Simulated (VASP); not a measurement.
Set up this calculation in VASP 6.6.1, as the native input.

| Item | Value |
| --- | --- |
| Task | relaxation of cell and atoms |
| Functional | PBE |
| Potentials or basis | VASP PAW PBE potentials, release 64 (Ti_sv, Ru_pv, N) |
| Cutoff | 520 eV |
| k mesh | 6 × 6 × 6 |
| Occupations | gaussian, width 0.15 eV |
| Spin | no spin polarisation |
| Further INCAR settings | PREC = Normal; ALGO = Fast; EDIFF = 0.0001; IBRION = 2; EDIFFG = -0.08; NSW = 24; ISIF = 3 |

The structure of TiRuN2 lies in POSCAR:

```
TiRuN2
1.0
    1.6254295400      0.9384421800      5.3119632300
   -1.6254295400      0.9384421800      5.3119632300
    0.0000000000     -1.8768843700      5.3119632300
Ti Ru N
1 1 2
Direct
    0.0000000000      0.0000000000      0.0000000000
    0.5000000000      0.5000000000      0.5000000000
    0.2543646100      0.2543646100      0.2543646100
    0.7456353900      0.7456353900      0.7456353900
```

The cell was built by a generator and needn't be a form met in nature.

One way to write it, as run:

INCAR

```
PREC     = Normal         # precision mode
ENCUT    = 520            # plane-wave cutoff, eV
EDIFF    = 1E-4           # SCF threshold, eV
ISMEAR   = 0              # smearing method
SIGMA    = 0.15           # smearing width, eV
LREAL    = False          # projectors in reciprocal space
LASPH    = True           # aspherical terms in the spheres
NELM     = 60             # most SCF steps
ALGO     = Fast           # electronic algorithm
ISIF     = 3              # what is computed and relaxed
LWAVE    = False          # write WAVECAR
LCHARG   = False          # write CHGCAR
GGA      = PE             # functional
IBRION   = 2              # ionic algorithm
NSW      = 24             # ionic steps
EDIFFG   = -0.08          # ionic threshold
```

KPOINTS

```
Automatic mesh
0
Gamma
  6 6 6
```

Potentials or basis: VASP PAW PBE potentials, release 64 (Ti_sv, Ru_pv, N).

Command:

```bash
$ cat potpaw_PBE.64/Ti_sv/POTCAR potpaw_PBE.64/Ru_pv/POTCAR potpaw_PBE.64/N/POTCAR > POTCAR
$ mpirun -np 1 vasp_std > vasp.out
```

Results of the run:

* Relaxed volume: 9.64 Å³/atom
* Relaxed cell: a = 4.793 Å, b = 4.793 Å, c = 4.793 Å, α = 38.63°, β = 38.63°, γ = 38.63°
* Space group after relaxing (to 0.05 Å): R-3m (No. 166)
* Energy gained by relaxing: 437.8 meV/atom
* Ionic steps: 13
* Pressure after relaxing: -0.2 GPa
* Band gap on the k mesh: none (metal or under the smearing width)

Caveat: the k mesh is coarse (spacing up to 0.38 Å⁻¹), so the values aren't converged; the volume moved by over 15 % at a fixed basis, so the end points are rough.

It took 2.6 min on 1 thread of Intel(R) Xeon(R) 6975P-C (Granite Rapids), with other jobs on the host, peak memory 0.22 GiB.
